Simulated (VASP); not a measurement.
Input:

```
Cu3N
1.0
    3.83607     0.00000     0.00000
    0.00000     3.83607     0.00000
    0.00000     0.00000     3.83607
Cu N
3 1
Direct
  0.00000   0.00000   0.50000
  0.50000   0.00000   0.00000
  0.00000   0.50000   0.00000
  0.00000   0.00000   0.00000
```

All values below come from PBE GGA, VASP's PBE PAW potentials (set 64) (plane waves; VASP). Settings: 400 eV cut-off, 7×7×7 Γ-centred mesh, Gaussian smearing of 0.27 eV, potentials Cu N.

Question: Give the energies of bands 9 to 22 at the high-symmetry points, in eV from the valence-band maximum.

Answer: 
```
band      Γ      X      M      R
----  -----  -----  -----  -----
9     -3.35  -3.15  -2.90  -2.89
10    -3.35  -2.77  -2.84  -2.89
11    -2.47  -2.48  -2.79  -2.89
12    -2.47  -2.47  -2.79  -2.10
13    -2.28  -2.40  -2.39  -2.10
14    -2.28  -2.27  -2.34  -1.81
15    -2.28  -2.27  -2.34  -1.81
16    -1.77  -2.11  -2.08  -1.81
17    -1.77  -1.77  -1.03   0.00
18    -1.77  -1.36  -1.03   0.00
19    -1.73  -1.36  -0.66   0.00
20     0.95   1.52   0.27   0.89
21     5.22   3.33   3.50   0.89
22     5.22   6.67   4.81   0.89
```

The gap is indirect, 0.27 eV, from the valence maximum at R to the conduction minimum at M.

The structure comes from a computed database's Cu3N entry; how it stands against other phases isn't given here. The cell was not relaxed at this level.
